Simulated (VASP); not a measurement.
Calculation: PBE GGA with D3 dispersion (zero damping), VASP's PBE PAW potentials (set 64) (plane waves; VASP).

VASP ran on this input.

### KPOINTS
```
K-points
0
G
 14 14 14
0 0 0
```

### POSCAR
```
Sn
1
   -2.9499807279     2.9499807279     1.5966527477
    2.9499807279    -2.9499807279     1.5966527477
    2.9499807279     2.9499807279    -1.5966527477
Sn
2
Direct
  0.2500000000   0.7500000000   0.5000000000
  0.0000000000   0.0000000000   0.0000000000
```

**INCAR**
```
# general
SYSTEM  = Sn
PREC    = Accurate
ENCUT   = 520
LREAL   = .FALSE.
LASPH   = .TRUE.

# electronic loop
EDIFF   = 1E-7   # SCF stop (eV)
NELM    = 100   # most electronic steps
ALGO    = Normal
LMAXMIX = 4

# smearing
ISMEAR  = -5

# functional
GGA     = PE
IVDW    = 11

# ions
ISIF    = 2   # forces and stress, cell fixed

# output
LWAVE   = .FALSE.
LCHARG  = .TRUE.
LORBIT  = 11
NEDOS   = 601   # DOS grid
```

POTCAR, in this order: Sn_d (PBE.64 set). Program: vasp_std.

For a metal the tetrahedron method with Blöchl corrections gives inexact stress and forces. Unless said otherwise, spin-orbit coupling is left out, though it shifts the bands of the heavy elements here.

**Question.** Estimate the energy per atom (σ→0), dispersion energy, band gap (on the k-mesh).

**Answer.** 
```json
{
 "energy per atom (σ→0)": "-4.002 eV/atom",
 "dispersion_energy": "-397 meV",
 "band gap (on the k-mesh)": "none (metal, semimetal or under 0.01 eV)"
}
```

**OSZICAR**
```
...
DAV:   7    -0.760769537640E+01    0.33662E-02   -0.21087E-02 11378   0.220E+00    0.165E-01
DAV:   8    -0.760763557546E+01    0.59801E-04   -0.19257E-03 10118   0.651E-01    0.362E-02
DAV:   9    -0.760763461493E+01    0.96054E-06   -0.57344E-05 11360   0.795E-02    0.134E-02
DAV:  10    -0.760762763908E+01    0.69758E-05   -0.74557E-06 11192   0.402E-02    0.178E-03
DAV:  11    -0.760762845050E+01   -0.81142E-06   -0.27183E-07  7652   0.725E-03    0.108E-03
DAV:  12    -0.760762832342E+01    0.12708E-06   -0.60697E-08  4782   0.292E-03    0.226E-04
DAV:  13    -0.760762831589E+01    0.75242E-08   -0.13002E-08  4628   0.169E-03
   1 F= -.80049698E+01 E0= -.80049698E+01  d E =0.000000E+00
```

The compound is Sn in the beta structure. It was relaxed first.
